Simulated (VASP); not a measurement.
```yaml
crystal:
  lattice:
    - [0.00000, 2.36108, 2.36108]
    - [2.36108, 0.00000, 2.36108]
    - [2.36108, 2.36108, 0.00000]
  atoms:
    - { symbol: Na, position: [0.00000, 0.00000, 0.00000] }
    - { symbol: H, position: [0.50000, 0.50000, 0.50000] }
```

Level of theory: PBE GGA with D3 dispersion (Becke-Johnson damping), VASP's PBE PAW potentials (set 64) (plane waves; VASP). Numerical set-up: 520 eV cut-off, Gaussian smearing of 0.050 eV, potentials Na_pv H.

Q: Give the energies of bands 4 to 7 at the high-symmetry points, in eV from the valence-band maximum.

A: 
| band | Γ | X | U | L | W |
|---|---|---|---|---|---|
| 4 | -3.82 | -0.19 | -0.12 | -0.89 | 0.00 |
| 5 | 11.04 | 4.78 | 5.49 | 3.88 | 6.21 |
| 6 | 16.13 | 10.29 | 6.59 | 11.27 | 6.21 |
| 7 | 16.13 | 11.11 | 11.71 | 13.82 | 8.79 |

The gap is indirect, 3.88 eV, from the valence maximum at W to the conduction minimum at L.

The compound is NaH in the rock salt structure. It was relaxed first, which changed the volume by -9 %.
